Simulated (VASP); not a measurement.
# Si63P (a cell with a defect) in VASP: notebook

The runs below take Si63P (a cell with a defect) through hyperfine couplings, with PBE.

All numbers are computed with VASP 6.6.1; they aren't measurements. Logs are shortened: lines on timing, memory, paths and dates and some standing lists are left out, and cuts for length are marked.

## (1) The crystal as given

The cell holds a defect, 64 atoms: a = 11.188 Å, b = 11.188 Å, c = 10.610 Å, α = 90.00°, β = 90.00°, γ = 90.00°.

The cell was built by a generator and needn't be a form met in nature.

## (2) Hyperfine couplings, PBE, collinear spin, ferromagnetic start

Input file INCAR:

```
  PREC = Accurate
  ENCUT = 350
  EDIFF = 1E-6
  ISMEAR = 0
  SIGMA = 0.01
  LREAL = False
  LASPH = True
  NELM = 120
  ALGO = Normal
  ISIF = 2
  LWAVE = False
  LCHARG = False
  ISPIN = 2
  MAGMOM = 0.5 0 0 0 0 0 0 0 0 0 0 0 0 0 0 0 0 0 0 0 0 0 0 0 0 0 0 0 0 0 0 0 0 0 0 0 0 0 0 0 0 0 0 0 0 0 0 0 0 0 0 0 0 0 0 0 0 0 0 0 0 0 0 0
  LORBIT = 11
  NUPDOWN = 1
  GGA = PE
  LHYPERFINE = True
```

Input file KPOINTS:

```
regular mesh
0
Gamma
  1 1 1
```

Input file POSCAR:

```
Si63P
1.0
   11.1878600000      0.0000000000      0.0000000000
    0.0000000000     11.1878600000      0.0000000000
    0.0000000000      0.0000000000     10.6104360800
P Si
1 63
Direct
    0.0000000000      0.0000000000      0.0000000000
    0.0000000000      0.2500000000      0.2500000000
    0.2500000000      0.0000000000      0.2500000000
    0.2500000000      0.2500000000      0.0000000000
    0.1250000000      0.1250000000      0.1250000000
    0.1250000000      0.3750000000      0.3750000000
    0.3750000000      0.1250000000      0.3750000000
    0.3750000000      0.3750000000      0.1250000000
    0.0000000000      0.0000000000      0.5000000000
    0.0000000000      0.2500000000      0.7500000000
    0.2500000000      0.0000000000      0.7500000000
    0.2500000000      0.2500000000      0.5000000000
    0.1250000000      0.1250000000      0.6250000000
    0.1250000000      0.3750000000      0.8750000000
    0.3750000000      0.1250000000      0.8750000000
    0.3750000000      0.3750000000      0.6250000000
    0.0000000000      0.5000000000      0.0000000000
    0.0000000000      0.7500000000      0.2500000000
    0.2500000000      0.5000000000      0.2500000000
    0.2500000000      0.7500000000      0.0000000000
    0.1250000000      0.6250000000      0.1250000000
    0.1250000000      0.8750000000      0.3750000000
    0.3750000000      0.6250000000      0.3750000000
    0.3750000000      0.8750000000      0.1250000000
    0.0000000000      0.5000000000      0.5000000000
    0.0000000000      0.7500000000      0.7500000000
    0.2500000000      0.5000000000      0.7500000000
    0.2500000000      0.7500000000      0.5000000000
    0.1250000000      0.6250000000      0.6250000000
    0.1250000000      0.8750000000      0.8750000000
    0.3750000000      0.6250000000      0.8750000000
    0.3750000000      0.8750000000      0.6250000000
    0.5000000000      0.0000000000      0.0000000000
    0.5000000000      0.2500000000      0.2500000000
    0.7500000000      0.0000000000      0.2500000000
    0.7500000000      0.2500000000      0.0000000000
    0.6250000000      0.1250000000      0.1250000000
    0.6250000000      0.3750000000      0.3750000000
    0.8750000000      0.1250000000      0.3750000000
    0.8750000000      0.3750000000      0.1250000000
    0.5000000000      0.0000000000      0.5000000000
    0.5000000000      0.2500000000      0.7500000000
    0.7500000000      0.0000000000      0.7500000000
    0.7500000000      0.2500000000      0.5000000000
    0.6250000000      0.1250000000      0.6250000000
    0.6250000000      0.3750000000      0.8750000000
    0.8750000000      0.1250000000      0.8750000000
    0.8750000000      0.3750000000      0.6250000000
    0.5000000000      0.5000000000      0.0000000000
    0.5000000000      0.7500000000      0.2500000000
    0.7500000000      0.5000000000      0.2500000000
    0.7500000000      0.7500000000      0.0000000000
    0.6250000000      0.6250000000      0.1250000000
    0.6250000000      0.8750000000      0.3750000000
    0.8750000000      0.6250000000      0.3750000000
    0.8750000000      0.8750000000      0.1250000000
    0.5000000000      0.5000000000      0.5000000000
    0.5000000000      0.7500000000      0.7500000000
    0.7500000000      0.5000000000      0.7500000000
    0.7500000000      0.7500000000      0.5000000000
    0.6250000000      0.6250000000      0.6250000000
    0.6250000000      0.8750000000      0.8750000000
    0.8750000000      0.6250000000      0.8750000000
    0.8750000000      0.8750000000      0.6250000000
```

Potentials or basis: VASP PAW PBE potentials, release 64 (P, Si).

Started as:

```
> cat potpaw_PBE.64/P/POTCAR potpaw_PBE.64/Si/POTCAR > POTCAR
> mpirun -np 2 vasp_gam > vasp.out
```

OUTCAR:

```text
PREC = Accurate
   ENCUT = 350
   EDIFF = 1E-6
   ISMEAR = 0
   LREAL = False
   LASPH = True
   NELM = 120
   ISIF = 2
   ISPIN = 2
   LORBIT = 11
   NUPDOWN = 1
   GGA = PE

 ion  position               nearest neighbor table
   1  0.000  0.000  0.000-   5 2.38  30 2.38  47 2.38  56 2.38
   2  0.000  0.250  0.250-   5 2.38   6 2.38  39 2.38  40 2.38
   3  0.250  0.000  0.250-   5 2.38   7 2.38  22 2.38  24 2.38
   4  0.250  0.250  0.000-   5 2.38   8 2.38  14 2.38  15 2.38
   5  0.125  0.125  0.125-   1 2.38   2 2.38   3 2.38   4 2.38
   6  0.125  0.375  0.375-   2 2.38  12 2.38  19 2.38  25 2.38
[... 56 lines left out ...]
  63  0.875  0.625  0.875-  17 2.38  26 2.38  52 2.38  59 2.38
  64  0.875  0.875  0.625-   9 2.38  26 2.38  43 2.38  60 2.38

  LATTYP: Found a simple tetragonal cell.
 ALAT       =    11.1878600000
 C/A-ratio  =     0.9483883495

  Lattice vectors:

 A1 = (  11.1878600000,   0.0000000000,   0.0000000000)
 A2 = (   0.0000000000,  11.1878600000,   0.0000000000)
 A3 = (   0.0000000000,   0.0000000000,  10.6104360800)

Analysis of symmetry for initial positions (statically):
=====================================================================
 Subroutine PRICEL returns:
 Original cell was already a primitive cell.

 Routine SETGRP: Setting up the symmetry group for a
 simple tetragonal supercell.

 Subroutine GETGRP returns: Found  8 space group operations
 (whereof  8 operations were pure point group operations)
 out of a pool of 16 trial point group operations.

The static configuration has the point symmetry D_2d.

Analysis of symmetry for dynamics (positions and initial velocities):
=====================================================================
 Subroutine PRICEL returns:
 Original cell was already a primitive cell.

 Routine SETGRP: Setting up the symmetry group for a
 simple tetragonal supercell.

 Subroutine GETGRP returns: Found  8 space group operations
 (whereof  8 operations were pure point group operations)
 out of a pool of 16 trial point group operations.

The dynamic configuration has the point symmetry D_2d.

Analysis of structural, dynamic, and magnetic symmetry:
=====================================================================
 Subroutine PRICEL returns:
 Original cell was already a primitive cell.

 Routine SETGRP: Setting up the symmetry group for a
 simple tetragonal supercell.

 Subroutine GETGRP returns: Found  8 space group operations
 (whereof  8 operations were pure point group operations)
 out of a pool of 16 trial point group operations.

The overall configuration has the point symmetry D_2d.

 Subroutine INISYM returns: Found  8 space group operations
 (whereof  8 operations are pure point group operations),
 and found     1 'primitive' translations

----------------------------------------------------------------------------------------

                                     Primitive cell

  volume of cell :    1328.0893

  direct lattice vectors                    reciprocal lattice vectors
    11.187860000  0.000000000  0.000000000     0.089382599  0.000000000  0.000000000
     0.000000000 11.187860000  0.000000000     0.000000000  0.089382599  0.000000000
     0.000000000  0.000000000 10.610436080     0.000000000  0.000000000  0.094246833

  length of vectors
    11.187860000 11.187860000 10.610436080     0.089382599  0.089382599  0.094246833

  position of ions in fractional coordinates (direct lattice)
     0.000000000  0.000000000  0.000000000
     0.000000000  0.250000000  0.250000000
     0.250000000  0.000000000  0.250000000
     0.250000000  0.250000000  0.000000000
[... 231 lines left out ...]

 spin component 1

 k-point     1 :       0.0000    0.0000    0.0000
  band No.  band energies     occupation
      1      -6.7840      1.00000
      2      -5.9844      1.00000
      3      -5.2032      1.00000
      4      -5.2032      1.00000
      5      -5.1771      1.00000
      6      -5.1119      1.00000
[... 132 lines left out ...]
    139       6.7411      0.00000
    140       6.8056      0.00000
 Fermi energy:         5.7881138608

 spin component 2

 k-point     1 :       0.0000    0.0000    0.0000
  band No.  band energies     occupation
      1      -6.7533      1.00000
      2      -5.9695      1.00000
      3      -5.1848      1.00000
      4      -5.1848      1.00000
      5      -5.1668      1.00000
      6      -5.0965      1.00000
[... 132 lines left out ...]
    139       6.7664      0.00000
    140       6.8254      0.00000
 [bands above 140 left out]

------------------------ aborting loop because EDIFF is reached ----------------------------------------

  FORCE on cell =-STRESS in cart. coord.  units (eV):
  Direction    XX          YY          ZZ          XY          YZ          ZX
  --------------------------------------------------------------------------------------
  -------------------------------------------------------------------------------------
  Total      -19.7906845    -19.7906845     12.2047406      0.0000000     -0.0000000      0.0000000
  in kB      -23.8750405    -23.8750405     14.7235270      0.0000000     -0.0000000      0.0000000
  external PRESSURE =     -11.0088514 kB  Pullay stress =       0.0000000 kB

 VOLUME and BASIS-vectors are now :
 -----------------------------------------------------------------------------
  energy-cutoff  :      350.00
  volume of cell :     1328.09
      direct lattice vectors                 reciprocal lattice vectors
    11.187860000  0.000000000  0.000000000     0.089382599  0.000000000  0.000000000
     0.000000000 11.187860000  0.000000000     0.000000000  0.089382599  0.000000000
     0.000000000  0.000000000 10.610436080     0.000000000  0.000000000  0.094246833

 POSITION                                       TOTAL-FORCE (eV/Angst)
 -----------------------------------------------------------------------------------
      0.00000      0.00000      0.00000        -0.000000      0.000000     -0.000000
      0.00000      2.79697      2.65261        -0.163379     -0.052313     -0.084183
      2.79697      0.00000      2.65261        -0.052313     -0.163379     -0.084183
      2.79697      2.79697      0.00000        -0.033039     -0.033039     -0.111596
      1.39848      1.39848      1.32630         0.106444      0.106444      0.011975
      1.39848      4.19545      3.97891         0.151853     -0.089470     -0.040794
[... 56 lines left out ...]
      9.78938      6.99241      9.28413        -0.011699      0.010260     -0.010159
      9.78938      9.78938      6.63152        -0.012963     -0.012963     -0.012253
 -----------------------------------------------------------------------------------
    total drift:                                0.000000      0.000000     -0.000000

  FREE ENERGIE OF THE ION-ELECTRON SYSTEM (eV)
  ---------------------------------------------------
  free  energy   TOTEN  =      -339.7342525876 eV

  energy  without entropy=     -339.7342525876  energy(sigma->0) =     -339.73425259

 Fermi contact (isotropic) hyperfine coupling parameter (MHz)
 -------------------------------------------------------------
  ion      A_pw      A_1PS     A_1AE     A_1c      A_tot
 -------------------------------------------------------------
   1       0.008     0.013    33.012     0.455    33.007
   2       0.001     0.001     1.369     0.026     1.369
   3       0.001     0.001     1.369     0.026     1.369
   4      -0.001    -0.001     2.300     0.037     2.300
   5      -0.024    -0.023     0.569    -0.042     0.568
   6      -0.003    -0.003     0.496     0.003     0.496
[... 56 lines left out ...]
  63      -0.005    -0.005     0.324    -0.005     0.324
  64      -0.003    -0.003    -0.016    -0.006    -0.016
 -------------------------------------------------------------

 Dipolar hyperfine coupling parameters (MHz)
 ---------------------------------------------------------------------
  ion      A_xx      A_yy      A_zz      A_xy      A_xz      A_yz
 ---------------------------------------------------------------------
   1      -0.187    -0.187     0.375    -0.000     0.000     0.000
   2      -0.044    -0.024     0.068     0.033     0.032     0.011
   3      -0.024    -0.044     0.068     0.033     0.011     0.032
   4      -0.078    -0.078     0.157    -0.034    -0.015    -0.015
   5      -0.255    -0.255     0.510     0.107     0.428     0.428
   6      -0.025    -0.062     0.088     0.026    -0.099    -0.007
[... 56 lines left out ...]
  63      -0.099    -0.099     0.198    -0.026     0.048    -0.043
  64      -0.066    -0.066     0.133     0.023    -0.038    -0.038
 ---------------------------------------------------------------------

 Total hyperfine coupling parameters after diagonalization (MHz)
 (convention: |A_zz| > |A_xx| > |A_yy|)
 ----------------------------------------------------------------------
  ion      A_xx      A_yy      A_zz     asymmetry (A_yy - A_xx)/ A_zz
 ----------------------------------------------------------------------
   1      32.820    32.820    33.382      -0.000
   2       1.359     1.298     1.449      -0.043
   3       1.359     1.298     1.449      -0.043
   4       2.255     2.185     2.458      -0.028
   5       0.206     0.059     1.438      -0.102
   6       0.444     0.401     0.643      -0.066
[... 56 lines left out ...]
  63       0.237     0.198     0.536      -0.072
  64      -0.106    -0.074     0.131       0.242
 ---------------------------------------------------------------------

 total charge

# of ion       s       p       d       tot
------------------------------------------
    1        1.026   1.465   0.000   2.491
    2        0.739   0.933   0.000   1.672
    3        0.739   0.933   0.000   1.672
    4        0.739   0.933   0.000   1.672
    5        0.742   0.898   0.000   1.640
    6        0.737   0.933   0.000   1.671
[... 56 lines left out ...]
   63        0.737   0.935   0.000   1.672
   64        0.737   0.936   0.000   1.673
--------------------------------------------------
tot         47.538  60.152   0.000 107.690

 magnetization (x)

# of ion       s       p       d       tot
------------------------------------------
    1        0.022  -0.001   0.000   0.020
    2        0.001  -0.001   0.000  -0.000
    3        0.001  -0.001   0.000  -0.000
    4        0.002  -0.001   0.000   0.001
    5        0.001   0.011   0.000   0.011
    6        0.000   0.001   0.000   0.002
[... 56 lines left out ...]
   63        0.000   0.002   0.000   0.003
   64        0.000   0.001   0.000   0.002
--------------------------------------------------
tot          0.099   0.067   0.000   0.166
```

It took 6.3 min on 2 MPI ranks of Intel Xeon 6975P-C (Granite Rapids), shared host; peak memory 0.56 GiB.

Results:

```
Free energy                                           : -339.7343 eV
Pressure                                              : -1.1 GPa
Largest force                                         : 0.191 eV/Å
Net moment                                            : 1.00 μB per cell
Valence electrons inside the program's atomic spheres : P 2.49; Si 1.67, 1.64, 1.68
```

Forces on the atoms (eV/Å):
```
P    0.000  0.000  0.000
Si  -0.163 -0.052 -0.084
Si  -0.052 -0.163 -0.084
Si  -0.033 -0.033 -0.112
Si   0.106  0.106  0.012
Si   0.152 -0.089 -0.041
Si  -0.089  0.152 -0.041
Si  -0.040 -0.040  0.123
Si   0.000  0.000  0.000
Si   0.163 -0.052  0.084
Si  -0.052  0.163  0.084
Si  -0.003 -0.003 -0.010
Si   0.013  0.013 -0.012
Si   0.012 -0.010 -0.010
Si  -0.010  0.012 -0.010
Si   0.001  0.001  0.014
Si   0.000  0.000  0.000
Si   0.163  0.052 -0.084
Si   0.014 -0.006 -0.044
Si  -0.033  0.033  0.112
Si   0.012  0.010  0.010
Si   0.013 -0.013  0.012
Si   0.001 -0.001 -0.014
Si  -0.010 -0.012  0.010
Si   0.000  0.000  0.000
Si  -0.163  0.052  0.084
Si   0.014  0.006  0.044
Si  -0.003  0.003  0.010
Si   0.152  0.089  0.041
Si   0.106 -0.106 -0.012
Si  -0.040  0.040 -0.123
Si  -0.089 -0.152  0.041
Si   0.000  0.000  0.000
Si  -0.006  0.014 -0.044
Si   0.052  0.163 -0.084
Si   0.033 -0.033  0.112
Si   0.010  0.012  0.010
Si  -0.001  0.001 -0.014
Si  -0.013  0.013  0.012
Si  -0.012 -0.010  0.010
Si   0.000  0.000  0.000
Si   0.006  0.014  0.044
Si   0.052 -0.163  0.084
Si   0.003 -0.003  0.010
Si   0.089  0.152  0.041
Si   0.040 -0.040 -0.123
Si  -0.106  0.106 -0.012
Si  -0.152 -0.089  0.041
Si   0.000  0.000  0.000
Si   0.006 -0.014 -0.044
Si  -0.014  0.006 -0.044
Si   0.033  0.033 -0.112
Si   0.040  0.040  0.123
Si   0.089 -0.152 -0.041
Si  -0.152  0.089 -0.041
Si  -0.106 -0.106  0.012
Si   0.000  0.000  0.000
Si  -0.006 -0.014  0.044
Si  -0.014 -0.006  0.044
Si   0.003  0.003 -0.010
Si  -0.001 -0.001  0.014
Si   0.010 -0.012 -0.010
Si  -0.012  0.010 -0.010
Si  -0.013 -0.013 -0.012
```

Hyperfine coupling, principal values (MHz):
| atom | values |
| --- | --- |
| 1 P | 32.8, 32.8, 33.4 |
| 2 Si | 1.4, 1.3, 1.4 |
| 3 Si | 1.4, 1.3, 1.4 |
| 4 Si | 2.3, 2.2, 2.5 |
| 5 Si | 0.2, 0.1, 1.4 |
| 6 Si | 0.4, 0.4, 0.6 |
| 7 Si | 0.4, 0.4, 0.6 |
| 8 Si | -0.1, 0.0, 0.5 |
| 9 Si | 1.2, 1.2, 1.2 |
| 10 Si | 1.4, 1.3, 1.4 |
| 11 Si | 1.4, 1.3, 1.4 |
| 12 Si | 0.7, 0.7, 0.8 |
| 13 Si | -0.1, -0.1, 0.1 |
| 14 Si | 0.2, 0.2, 0.5 |
| 15 Si | 0.2, 0.2, 0.5 |
| 16 Si | -0.2, 0.0, -0.2 |
| 17 Si | 1.6, 1.6, 1.7 |
| 18 Si | 1.4, 1.3, 1.4 |
| 19 Si | 2.1, 2.1, 2.2 |
| 20 Si | 2.3, 2.2, 2.5 |
| 21 Si | 0.2, 0.2, 0.5 |
| 22 Si | -0.1, -0.1, 0.1 |
| 23 Si | -0.2, 0.0, -0.2 |
| 24 Si | 0.2, 0.2, 0.5 |
| 25 Si | 9.4, 9.3, 9.5 |
| 26 Si | 1.4, 1.3, 1.4 |
| 27 Si | 2.1, 2.1, 2.2 |
| 28 Si | 0.7, 0.7, 0.8 |
| 29 Si | 0.4, 0.4, 0.6 |
| 30 Si | 0.2, 0.1, 1.4 |
| 31 Si | -0.1, 0.0, 0.5 |
| 32 Si | 0.4, 0.4, 0.6 |
| 33 Si | 1.6, 1.6, 1.7 |
| 34 Si | 2.1, 2.1, 2.2 |
| 35 Si | 1.4, 1.3, 1.4 |
| 36 Si | 2.3, 2.2, 2.5 |
| 37 Si | 0.2, 0.2, 0.5 |
| 38 Si | -0.2, 0.0, -0.2 |
| 39 Si | -0.1, -0.1, 0.1 |
| 40 Si | 0.2, 0.2, 0.5 |
| 41 Si | 9.4, 9.3, 9.5 |
| 42 Si | 2.1, 2.1, 2.2 |
| 43 Si | 1.4, 1.3, 1.4 |
| 44 Si | 0.7, 0.7, 0.8 |
| 45 Si | 0.4, 0.4, 0.6 |
| 46 Si | -0.1, 0.0, 0.5 |
| 47 Si | 0.2, 0.1, 1.4 |
| 48 Si | 0.4, 0.4, 0.6 |
| 49 Si | 11.9, 11.9, 12.2 |
| 50 Si | 2.1, 2.1, 2.2 |
| 51 Si | 2.1, 2.1, 2.2 |
| 52 Si | 2.3, 2.2, 2.5 |
| 53 Si | -0.1, 0.0, 0.5 |
| 54 Si | 0.4, 0.4, 0.6 |
| 55 Si | 0.4, 0.4, 0.6 |
| 56 Si | 0.2, 0.1, 1.4 |
| 57 Si | 1.1, 1.1, 1.2 |
| 58 Si | 2.1, 2.1, 2.2 |
| 59 Si | 2.1, 2.1, 2.2 |
| 60 Si | 0.7, 0.7, 0.8 |
| 61 Si | -0.2, 0.0, -0.2 |
| 62 Si | 0.2, 0.2, 0.5 |
| 63 Si | 0.2, 0.2, 0.5 |
| 64 Si | -0.1, -0.1, 0.1 |

Caveat: the total moment is fixed, so each spin has its own Fermi level.

(Continued in part 2 of 2.)
